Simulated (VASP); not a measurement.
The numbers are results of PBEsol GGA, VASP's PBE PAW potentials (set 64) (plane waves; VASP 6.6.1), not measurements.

A VASP calculation is set up with these files.

KPOINTS:
```
k-points along high-symmetry lines
12
Line-mode
Reciprocal
  0.000000   0.000000   0.000000 ! GAMMA
  0.000000   0.000000  -0.500000 ! T

  0.000000   0.000000  -0.500000 ! T
 -0.328125   0.328125  -0.500000 ! H_2

 -0.343750   0.328125  -0.187500 ! H_0
  0.000000   0.500000   0.500000 ! L

  0.000000   0.500000   0.500000 ! L
  0.000000   0.000000   0.000000 ! GAMMA

  0.000000   0.000000   0.000000 ! GAMMA
 -0.335937   0.335938   0.000000 ! S_0

 -0.335938   0.328125  -0.343750 ! S_2
 -0.500000   0.000000  -1.000000 ! F

 -0.500000   0.000000  -1.000000 ! F
  0.000000   0.000000   0.000000 ! GAMMA
```

**POSCAR**
```
Cd3ZnS4
1
    0.0000000000     2.8491815614     2.8491815614
    2.8491815614     0.0000000000     2.8491815614
   11.4501655990    11.4501655990    -0.0534393533
Zn S Cd
1 4 3
Direct
  0.9990991584   0.9990991584   0.0006756312
  0.2672748505   0.2672748505   0.0495438621
  0.2540147897   0.2540147897   0.3094889077
  0.2422877115   0.2422877115   0.5682842164
  0.2318157967   0.2318157967   0.8261381525
  0.0136770783   0.0136770783   0.2397421913
  0.0016747604   0.0016747604   0.4987439297
  0.9901558545   0.9901558545   0.7573831091
```

### INCAR
```
# general
SYSTEM   =  Cd3ZnS4
PREC     =  Accurate
ENCUT    =  400
LREAL    =  .FALSE.
LASPH    =  .TRUE.
ICHARG   =  11

# electronic loop
EDIFF    =  1E-7
NELM     =  100
ALGO     =  Normal
LMAXMIX  =  4

# smearing
ISMEAR   =  0
SIGMA    =  0.05

# functional
GGA      =  PS

# output
LWAVE    =  .FALSE.
LCHARG   =  .FALSE.
LORBIT   =  11
```

POTCAR, in this order: Zn S Cd (PBE.64 set). Program: vasp_std. Read from the step before: CHGCAR.

The run wrote:

File OSZICAR:
```
       N       E                     dE             d eps       ncg     rms          rms(c)
DAV:   1     0.515296731627E+03    0.51530E+03   -0.30333E+04  7224   0.138E+03
DAV:   2     0.226103830076E+02   -0.49269E+03   -0.47967E+03  7706   0.370E+02
DAV:   3    -0.227946251715E+02   -0.45405E+02   -0.44770E+02  8281   0.112E+02
DAV:   4    -0.240577874461E+02   -0.12632E+01   -0.12585E+01  8320   0.181E+01
DAV:   5    -0.240806794755E+02   -0.22892E-01   -0.22876E-01  8630   0.235E+00
DAV:   6    -0.240811921156E+02   -0.51264E-03   -0.51252E-03  8321   0.368E-01
DAV:   7    -0.240812124659E+02   -0.20350E-04   -0.20349E-04  8716   0.639E-02
DAV:   8    -0.240812131412E+02   -0.67522E-06   -0.67505E-06  8256   0.116E-02
DAV:   9    -0.240812131728E+02   -0.31666E-07   -0.31788E-07  6783   0.215E-03
   1 F= -.24081213E+02 E0= -.24081213E+02  d E =-.771829E-13
```

OUTCAR:
```
 val. band max:        1.5303236802   @ k =   0.0000   0.0000   0.0000

 cond. band min:       2.6399015354   @ k =   0.0000   0.0000   0.0000



 k-point     1 :       0.0000    0.0000    0.0000
  band No.  band energies     occupation
      1     -11.1886      2.00000
      2     -10.8815      2.00000
      3     -10.7929      2.00000
      4     -10.5487      2.00000
      5      -6.2813      2.00000
      6      -6.2813      2.00000
      7      -6.2636      2.00000
      8      -6.2337      2.00000
      9      -6.2337      2.00000
     10      -6.1888      2.00000
     11      -6.1888      2.00000
     12      -6.1130      2.00000
     13      -5.8054      2.00000
     14      -5.8054      2.00000
     15      -5.7854      2.00000
     16      -5.7854      2.00000
     17      -5.7686      2.00000
     18      -5.7686      2.00000
     19      -5.6834      2.00000
     20      -4.7552      2.00000
     21      -4.7552      2.00000
     22      -4.5690      2.00000
     23      -4.4235      2.00000
     24      -4.4235      2.00000
     25      -3.3103      2.00000
     26      -1.2624      2.00000
     27      -1.1883      2.00000
     28       0.5192      2.00000
     29       0.5192      2.00000
     30       1.0161      2.00000
     31       1.0162      2.00000
     32       1.1667      2.00000
     33       1.1667      2.00000
     34       1.4120      2.00000
     35       1.5303      2.00000
     36       1.5303      2.00000
     37       2.6399      0.00000
     38       4.0380      0.00000
     39       4.4697      0.00000
     40       4.6256      0.00000
     41       7.3576      0.00000
     42       7.6529      0.00000
     43       7.6655      0.00000

 k-point     2 :       0.0000    0.0000   -0.0455
  band No.  band energies     occupation
      1     -11.1882      2.00000
      2     -10.8846      2.00000
      3     -10.7894      2.00000
      4     -10.5493      2.00000
      5      -6.2813      2.00000
      6      -6.2813      2.00000
...
```

The density is held fixed in this step, so its total energy and stress have no physical meaning.

The structure was generated: Cd3ZnS4 was put into an ordered model structure (R3m), which need not be its known phase. It was relaxed first.
